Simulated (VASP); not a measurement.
VASP runs on AlP (zinc blende) share one base input (PBE GGA, plane waves, VASP's PBE PAW potentials (set 64)) and change the settings named in each case.

**POSCAR**
```
AlP
1
    0.0000000000     2.7846000000     2.7846000000
    2.7846000000     0.0000000000     2.7846000000
    2.7846000000     2.7846000000     0.0000000000
Al P
1 1
Direct
  0.0000000000   0.0000000000   0.0000000000
  0.2500000000   0.2500000000   0.2500000000
```

**KPOINTS**
```
kpoints
0
G
 7 7 7
0 0 0
```

### INCAR
```
ALGO = Normal
NELM = 100
PREC = Accurate
ISMEAR = 0
SYSTEM = AlP
SIGMA = 0.05   ! width (eV)
ENCUT = 400   ! plane-wave cut-off (eV)
LWAVE = .False.
LCHARG = .False.
LREAL = .False.   ! projection in real space or not
LASPH = .True.   ! aspherical one-centre terms
ISIF = 2   ! forces and stress, cell fixed
EDIFF = 1E-6
GGA = PE
```

POTCAR, in this order: Al P (PBE.64 set). Program: vasp_std.

```csv
change,E(σ→0) (eV/atom),pressure (GPa)
base run,-5.1812,-2.64
GGA = 91,-5.1946,-2.70
GGA = PS,-5.4814,?
IVDW = 11,-5.3476,-3.88
```

### Question
Complete the blanks.

### Answer

- GGA = PS, pressure (GPa): -4.13

Energies of different potentials or functionals have different zeros.

Left out are runs that ran out of time, are held back, or changed the cell or the kind of run, fixed moments of cells without a moment, rows past the twelfth, gaps on odd meshes, pressures of charged cells and columns that move by less than the noise.

The compound is AlP in the zinc blende structure. The cell was not relaxed at this level.
